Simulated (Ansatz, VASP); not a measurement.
# Al (Al wire along [100], 15 atoms a period) in two plane-wave programs, part 2 of 2

One calculation is typed for both programs; each brings its own data sets. How far apart do they land? Of the first pair: The structure shown is the start of the Ansatz relaxation below; VASP solves that cell, so the two are compared at the walk's first step.

VASP 6.6.1 and Ansatz 0.2.0.

So far: The structure; Ansatz: relaxation, PBE; VASP: single point, PBE, start cell, pair 1.

## 4. Differences

Known differences besides the potentials themselves: the cutoff is 420 eV in Ansatz and 400 eV in VASP. Total energies have different zeros and are not compared.

Forces on 7 of the 15 atoms, those with the largest forces and the largest differences (eV/Å; atoms numbered as in POSCAR):

```tsv
atom	Ansatz x, y, z	VASP x, y, z
Al1	0.199, 0.209, 0.000	0.200, 0.211, 0.000
Al2	0.330, -0.351, 0.000	0.332, -0.353, 0.000
Al4	0.351, -0.330, 0.000	0.353, -0.332, 0.000
Al8	-0.209, -0.199, 0.000	-0.211, -0.200, 0.000
Al9	-0.166, 0.211, 0.000	-0.165, 0.213, 0.000
Al13	-0.211, 0.166, 0.000	-0.213, 0.165, 0.000
Al14	-0.472, 0.472, 0.000	-0.474, 0.474, 0.000
```

The forces differ by 1.1 meV/Å r.m.s., which is 0.6 % of the r.m.s. force of 0.174 eV/Å (both taken over all components).

## 5. Ansatz: relaxation, PBE

This run makes the geometry at which the two programs are then compared. The cell compared in this pair holds 454.49 Å³, against 668.13 Å³ for the pair before.

The structure compared here is the end of the Ansatz relaxation.

Contents of input.yaml:

```yaml
crystal:
  lattice:
    - [12.86, 0.0, 0.0]
    - [0.0, 12.86, 0.0]
    - [0.0, 0.0, 4.04]
  atoms:
    - { symbol: Al, position: [0.264385692, 0.264385692, 0.0] }
    - { symbol: Al, position: [0.264385692, 0.578538103, 0.0] }
    - { symbol: Al, position: [0.421461897, 0.421461897, 0.0] }
    - { symbol: Al, position: [0.421461897, 0.735614308, 0.0] }
    - { symbol: Al, position: [0.578538103, 0.264385692, 0.0] }
    - { symbol: Al, position: [0.578538103, 0.578538103, 0.0] }
    - { symbol: Al, position: [0.735614308, 0.421461897, 0.0] }
    - { symbol: Al, position: [0.735614308, 0.735614308, 0.0] }
    - { symbol: Al, position: [0.264385692, 0.421461897, 0.5] }
    - { symbol: Al, position: [0.421461897, 0.264385692, 0.5] }
    - { symbol: Al, position: [0.421461897, 0.578538103, 0.5] }
    - { symbol: Al, position: [0.578538103, 0.421461897, 0.5] }
    - { symbol: Al, position: [0.578538103, 0.735614308, 0.5] }
    - { symbol: Al, position: [0.735614308, 0.264385692, 0.5] }
    - { symbol: Al, position: [0.735614308, 0.578538103, 0.5] }
kpoints:
  mp_grid: { grid: [1, 1, 20] }
scf:
  occupations: { method: fermi_dirac, width: 0.05 }
hamiltonian:
  xc: pbe
relax:
  cell: { fix: [a, b, alpha, beta, gamma] }
  max_steps: 60
```

Started as:

```bash
> ansatz run input.yaml --threads 4 --pin off --max-ram 16384MiB --backend cpu --events-out ev --progress --plain --runs-dir out
```

Numbers of over 12 decimals in the logs are rounded to 6 here.

Output:

```text
[...]
Crystal: 15 atoms, lattice volume = 668.134 Å³
Basis set: ecut = 420 eV, 13133 PW (Γ), exchange–correlation on 180×180×60 points (8 copies of the dense FFT grid, shifted against one another)
Bands: 38, of which v1, the nominal top of the filled ones, is band 23 counted from 1 (22 counted from 0)
Symmetry: 4 space group operations
[...]
k-points: 11 of 20
[...]
- { symbol: Al, position: [0.561403, 0.215619, 0.0] }
    - { symbol: Al, position: [0.634075, 0.596848, 0.0] }
    - { symbol: Al, position: [0.784381, 0.438597, 0.0] }
    - { symbol: Al, position: [0.751270, 0.784411, 0.0] }
[...]
- { symbol: Al, position: [0.588829, 0.411171, 0.500000] }
    - { symbol: Al, position: [0.560652, 0.770731, 0.500000] }
    - { symbol: Al, position: [0.747064, 0.252936, 0.500000] }
    - { symbol: Al, position: [0.837264, 0.616050, 0.500000] }
[key lines of the parts left out:]
SCF converged after 5 iterations
Free energy (F): -8056.993574 eV
Fermi energy:    2.615435 eV
P = ⅓ Tr σ = -0.1708 GPa (-1.708 kbar)
```

## 6. VASP: single point, PBE, relaxed cell, pair 2

The same cell, functional, mesh and smearing now go to VASP, with its own data sets.

Contents of INCAR:

```
SYSTEM = Al
PREC = Accurate
ENCUT = 500
EDIFF = 1E-06
NELM = 120
ISMEAR = -1
SIGMA = 0.05
LREAL = .FALSE.
ALGO = Normal
GGA = PE
NBANDS = 37
LORBIT = 11
LWAVE = .FALSE.
LCHARG = .FALSE.
ISIF = 2
LASPH = .TRUE.
GGA_COMPAT = .FALSE.
KPAR = 4
```

Contents of POSCAR:

```
Al
1.0
   12.8600000000      0.0000000000      0.0000000000
    0.0000000000     12.8600000000      0.0000000000
    0.0000000000      0.0000000000      2.7481335445
Al
15
Direct
    0.2155891559      0.2487304593      0.0000000000
    0.2317286777      0.6220602228      0.0000000000
    0.4031524719      0.3659248124      0.0000000000
    0.3779397772      0.7682713223      0.0000000000
    0.5614033388      0.2156186383      0.0000000000
    0.6340751876      0.5968475281      0.0000000000
    0.7843813617      0.4385966612      0.0000000000
    0.7512695407      0.7844108441      0.0000000000
    0.2292694212      0.4393484052      0.5000000000
    0.3839498876      0.1627356409      0.5000000000
    0.4290468392      0.5709531608      0.5000000000
    0.5888288497      0.4111711503      0.5000000000
    0.5606515948      0.7707305788      0.5000000000
    0.7470638449      0.2529361551      0.5000000000
    0.8372643591      0.6160501124      0.5000000000
```

Contents of KPOINTS:

```
Automatic mesh
0
Gamma
1 1 20
0 0 0
```

The projector-augmented-wave data sets are Al (PBE family, release 64).

Started as:

```bash
> mpirun -np 4 vasp_std
```

Output:

```text
[... set-up lines as in an earlier step ...]
 entering main loop
       N       E                     dE             d eps       ncg     rms          rms(c)
DAV:   1     0.916335214013E+02    0.91634E+02   -0.13776E+04   814   0.868E+02
DAV:   2    -0.453085849604E+02   -0.13694E+03   -0.12693E+03  1001   0.134E+02
DAV:   3    -0.537223608409E+02   -0.84138E+01   -0.80829E+01  1087   0.303E+01
DAV:   4    -0.540298680576E+02   -0.30751E+00   -0.30633E+00  1228   0.681E+00
[...]
DAV:  16    -0.506484209017E+02   -0.14206E-04   -0.19577E-05   908   0.185E-02    0.414E-03
DAV:  17    -0.506484282339E+02   -0.73322E-05   -0.11896E-05   879   0.149E-02    0.233E-03
DAV:  18    -0.506484287035E+02   -0.46966E-06   -0.34347E-07   704   0.294E-03
   1 F= -.50648429E+02 E0= -.50626932E+02  d E =-.429927E-01
```

OUTCAR, selected parts (step 6):

```text
  Total       -0.7644709     -0.7644709     -0.0552128     -0.1922013      0.0000000      0.0000000
  in kB       -2.6949567     -2.6949567     -0.1946395     -0.6775592      0.0000000      0.0000000
  external PRESSURE =      -1.8615176 kB  Pullay stress =       0.0000000 kB

 POSITION                                       TOTAL-FORCE (eV/Angst)
 -----------------------------------------------------------------------------------
      2.77248      3.19867      0.00000         0.001549     -0.005411      0.000000
      2.98003      7.99969      0.00000        -0.004722      0.000787      0.000000
      5.18454      4.70579      0.00000         0.007703      0.001873      0.000000
      4.86031      9.87997      0.00000        -0.000787      0.004722      0.000000
      7.21965      2.77286      0.00000        -0.002873      0.003146      0.000000
      8.15421      7.67546      0.00000        -0.001873     -0.007703      0.000000
     10.08714      5.64035      0.00000        -0.003146      0.002873      0.000000
      9.66133     10.08752      0.00000         0.005411     -0.001549      0.000000
      2.94840      5.65002      1.37407         0.000954      0.003098      0.000000
      4.93760      2.09278      1.37407         0.002439     -0.008931      0.000000
      5.51754      7.34246      1.37407        -0.003671      0.003671      0.000000
      7.57234      5.28766      1.37407        -0.003093      0.003093      0.000000
      7.20998      9.91160      1.37407        -0.003098     -0.000954      0.000000
      9.60724      3.25276      1.37407        -0.003725      0.003725      0.000000
     10.76722      7.92240      1.37407         0.008931     -0.002439      0.000000
 -----------------------------------------------------------------------------------
    total drift:                                0.000051     -0.000051      0.000000

  FREE ENERGIE OF THE ION-ELECTRON SYSTEM (eV)
  ---------------------------------------------------
  free  energy   TOTEN  =       -50.6484287035 eV

  energy  without entropy=      -50.6054360050  energy(sigma->0) =      -50.62693235

[... 1 part as in an earlier step ...]

[... 2 further parts left out ...]
[key lines of the parts left out:]
E-fermi :   2.6471
```

## 7. Comparison

What differs besides the data sets and the points named for the pairs above, as far as they apply: the cutoff is 420 eV in Ansatz and 500 eV in VASP; Ansatz's pressure holds a Pulay correction, VASP's none. Total energies have different zeros and are not compared.

Compared:

```tsv
quantity	Ansatz	VASP	difference
pressure (GPa)	-0.17	-0.19	+0.02
```

## 8. Outcome

```yaml
r_m_s_force_difference_single_point_pbe_start_cell_pair_1: 1.1 meV/Å
difference_in_pressure_single_point_pbe_relaxed_cell_pair_2: 0.015 GPa
```

What this shows: The r.m.s. force difference is 1.1 meV/Å (single point, PBE, start cell, pair 1), within the 12 meV/Å picked in this series as the mark of a large difference. How closely two codes agree says nothing of how well the functional describes the real material.

[Lines on the potential files, build, host, timing and source positions are cut from VASP's logs without a mark.]

[Logs are printed without paths, hosts, clocks, repeated set-up lines and the standing remarks that a program may print on its own settings, such as how far it seeks lower states.]

[Hosts, paths, dates, database ids (printed as entryN), source tags and the programs' standing remarks are cut or masked in the printed files.]
